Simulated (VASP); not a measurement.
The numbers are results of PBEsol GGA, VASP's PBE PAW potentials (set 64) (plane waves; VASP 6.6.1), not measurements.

VASP ran on this input.

### INCAR
```
SYSTEM = InP
PREC = Accurate
ENCUT = 400
EDIFF = 1E-6
NELM = 100
ALGO = Normal
LREAL = .FALSE.
LASPH = .TRUE.
ISMEAR = 0
SIGMA = 0.05
GGA = PS
LMAXMIX = 4
LWAVE = .FALSE.
LCHARG = .FALSE.
IBRION = 2
ISIF = 3
NSW = 60
EDIFFG = -0.01
```

POSCAR:
```
InP
1
    0.0000000000     2.9382398045     2.9382398045
    2.9382398045     0.0000000000     2.9382398045
    2.9382398045     2.9382398045    -0.0000000000
In P
1 1
Direct
  0.0000000000   0.0000000000   0.0000000000
  0.2500000000   0.2500000000   0.2500000000
```

File KPOINTS:
```
Automatic mesh
0
Gamma
7 7 7
0 0 0
```

POTCAR, in this order: In_d P (PBE.64 set). Program: vasp_std.

Output

OUTCAR:
```
 ion  position               nearest neighbor table
   1  0.000  0.000  0.000-   2 2.54   2 2.54   2 2.54   2 2.54
   2  0.250  0.250  0.250-   1 2.54   1 2.54   1 2.54   1 2.54
  LATTYP: Found a face centered cubic cell.
 ALAT       =     5.8764796090
 Subroutine PRICEL returns:
 Original cell was already a primitive cell.
 Subroutine GETGRP returns: Found 24 space group operations
The static configuration has the point symmetry T_d .
The dynamic configuration has the point symmetry T_d .
 Subroutine INISYM returns: Found 24 space group operations
 Subroutine IBZKPT returns following result:
 Found     20 irreducible k-points:

 Following reciprocal coordinates:
            Coordinates               Weight
  0.000000  0.000000  0.000000      1.000000
  0.142857  0.000000  0.000000      8.000000
  0.285714  0.000000  0.000000      8.000000
  0.428571  0.000000  0.000000      8.000000
  0.142857  0.142857  0.000000      6.000000
  0.285714  0.142857  0.000000     24.000000
  0.428571  0.142857  0.000000     24.000000
 -0.428571  0.142857  0.000000     24.000000
 -0.285714  0.142857  0.000000     24.000000
...
```

**OSZICAR**
```
       N       E                     dE             d eps       ncg     rms          rms(c)
DAV:   1     0.103738335009E+03    0.10374E+03   -0.73900E+03   520   0.129E+03
DAV:   2    -0.210609691669E+01   -0.10584E+03   -0.10240E+03   535   0.300E+02
DAV:   3    -0.936074873755E+01   -0.72547E+01   -0.71941E+01   695   0.875E+01
DAV:   4    -0.954556958327E+01   -0.18482E+00   -0.18471E+00   602   0.148E+01
DAV:   5    -0.955502621610E+01   -0.94566E-02   -0.94564E-02   786   0.298E+00    0.541E+00
DAV:   6    -0.918718518045E+01    0.36784E+00   -0.69112E-01   773   0.163E+01    0.322E+00
DAV:   7    -0.915389955454E+01    0.33286E-01   -0.17266E-01   736   0.410E+00    0.110E+00
DAV:   8    -0.915111556636E+01    0.27840E-02   -0.15647E-02   684   0.180E+00    0.356E-01
DAV:   9    -0.915130549529E+01   -0.18993E-03   -0.17762E-03   663   0.665E-01    0.174E-01
DAV:  10    -0.915131949067E+01   -0.13995E-04   -0.16768E-04   651   0.109E-01    0.113E-01
DAV:  11    -0.915134181963E+01   -0.22329E-04   -0.34840E-05   611   0.596E-02    0.171E-02
DAV:  12    -0.915134203880E+01   -0.21917E-06   -0.11569E-05   645   0.722E-02    0.163E-02
DAV:  13    -0.915134201507E+01    0.23730E-07   -0.72377E-07   330   0.892E-03
   1 F= -.91513420E+01 E0= -.91513420E+01  d E =-.915134E+01
```

**OUTCAR**
```
------------------------ aborting loop because EDIFF is reached ----------------------------------------
  FORCE on cell =-STRESS in cart. coord.  units (eV):
  Direction    XX          YY          ZZ          XY          YZ          ZX
  --------------------------------------------------------------------------------------
  Total        0.0120136      0.0120136      0.0120136     -0.0000000      0.0000000     -0.0000000
  in kB        0.3793954      0.3793954      0.3793954     -0.0000000      0.0000000     -0.0000000
  external PRESSURE =       0.3793954 kB  Pullay stress =       0.0000000 kB
  volume of cell :       50.73
      direct lattice vectors                 reciprocal lattice vectors
     0.000000000  2.938239805  2.938239805    -0.170169909  0.170169909  0.170169909
     2.938239805  0.000000000  2.938239805     0.170169909 -0.170169909  0.170169909
     2.938239805  2.938239805  0.000000000     0.170169909  0.170169909 -0.170169909
  FREE ENERGIE OF THE ION-ELECTRON SYSTEM (eV)
  ---------------------------------------------------
  free  energy   TOTEN  =        -9.1513420151 eV

  energy  without entropy=       -9.1513420151  energy(sigma->0) =       -9.15134202

 reached required accuracy - stopping structural energy minimisation
```
(Selected blocks of OUTCAR.)

**OUTCAR**
```
 val. band max:        5.0080387378   @ k =   0.0000   0.0000   0.0000

 cond. band min:       5.5794215035   @ k =   0.0000   0.0000   0.0000


 Fermi energy:         5.2765419169

 k-point     1 :       0.0000    0.0000    0.0000
  band No.  band energies     occupation
      1      -9.1278      2.00000
      2      -9.1278      2.00000
      3      -9.1278      2.00000
      4      -8.9773      2.00000
      5      -8.9773      2.00000
      6      -6.4861      2.00000
      7       5.0080      2.00000
      8       5.0080      2.00000
      9       5.0080      2.00000
     10       5.5794      0.00000
     11       9.0226      0.00000
     12       9.0226      0.00000
     13       9.0226      0.00000

 k-point     2 :       0.1429    0.0000    0.0000
  band No.  band energies     occupation
      1      -9.1518      2.00000
      2      -9.1184      2.00000
      3      -9.1184      2.00000
      4      -8.9770      2.00000
      5      -8.9770      2.00000
      6      -6.2548      2.00000
      7       3.1574      2.00000
      8       4.7714      2.00000
      9       4.7714      2.00000
     10       6.6344      0.00000
     11       9.2463      0.00000
     12       9.3701      0.00000
     13       9.3701      0.00000

 k-point     3 :       0.2857    0.0000    0.0000
  band No.  band energies     occupation
      1      -9.2024      2.00000
      2      -9.1005      2.00000
      3      -9.1005      2.00000
      4      -8.9730      2.00000
      5      -8.9730      2.00000
      6      -5.6257      2.00000
      7       1.0313      2.00000
      8       4.3470      2.00000
      9       4.3470      2.00000
     10       6.6301      0.00000
     11       9.7800      0.00000
     12       9.7800      0.00000
     13      10.6211      0.00000

 k-point     4 :       0.4286    0.0000    0.0000
  band No.  band energies     occupation
      1      -9.2404      2.00000
      2      -9.0904      2.00000
      3      -9.0904      2.00000
...
```

Unless said otherwise, spin-orbit coupling is left out, though it shifts the bands of the heavy elements here.

The structure was generated: InP was put into the zinc blende type (F-43m), which need not be its known phase. It was relaxed first, which changed the volume by +7 %. The start is the result of an earlier pass.
